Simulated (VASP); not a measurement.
A run of VASP 6.6.1:

Contents of INCAR:

```
ALGO     = Fast           # electronic algorithm
EDIFF    = 1E-4           # SCF threshold, eV
EDIFFG   = -0.08          # ionic threshold
ENCUT    = 520            # plane-wave cutoff, eV
GGA      = PE             # functional
IBRION   = 2              # ionic algorithm
ISIF     = 3              # what is computed and relaxed
ISMEAR   = 0              # smearing method
LASPH    = T              # aspherical terms in the spheres
LCHARG   = F              # write CHGCAR
LREAL    = F              # projectors in reciprocal space
LWAVE    = F              # write WAVECAR
NELM     = 60             # most SCF steps
NSW      = 24             # ionic steps
PREC     = Normal         # precision mode
SIGMA    = 0.15           # smearing width, eV
```

The input KPOINTS:

```
k-points
0
Gamma
  3 3 3
```

Contents of POSCAR:

```
Be3CdSe4
1.0
    0.0000000000      4.2861496500      4.8043122200
    3.9353297500      0.0000000000      4.8043122200
    3.9353297500      4.2861496500      0.0000000000
Be Cd Se
3 1 4
Direct
    0.7515882000      0.2484118000      0.7515882000
    0.2484118000      0.7515882000      0.2484118000
    0.5000000000      0.5000000000      0.5000000000
    0.0000000000      0.0000000000      0.0000000000
    0.2500000000      0.2500000000      0.2500000000
    0.7500000000      0.7500000000      0.7500000000
    0.0000000000      0.5000000000      0.0000000000
    0.5000000000      0.0000000000      0.5000000000
```

Potentials or basis: VASP PAW PBE potentials, release 64 (Be, Cd, Se).

Launch:

```bash
$ cat potpaw_PBE.64/Be/POTCAR potpaw_PBE.64/Cd/POTCAR potpaw_PBE.64/Se/POTCAR > POTCAR
$ mpirun -np 4 vasp_std > vasp.out
```

Hardware: 4 MPI ranks on Intel(R) Xeon(R) 6975P-C (Granite Rapids), with other jobs on the host.

Q: Estimate the wall time of this run.

A: Run time: 78 s on 4 MPI ranks on Intel(R) Xeon(R) 6975P-C (Granite Rapids), on a shared host, peak memory 0.15 GiB a rank. Counts: scf iterations 169, k points 8, ion steps 23.
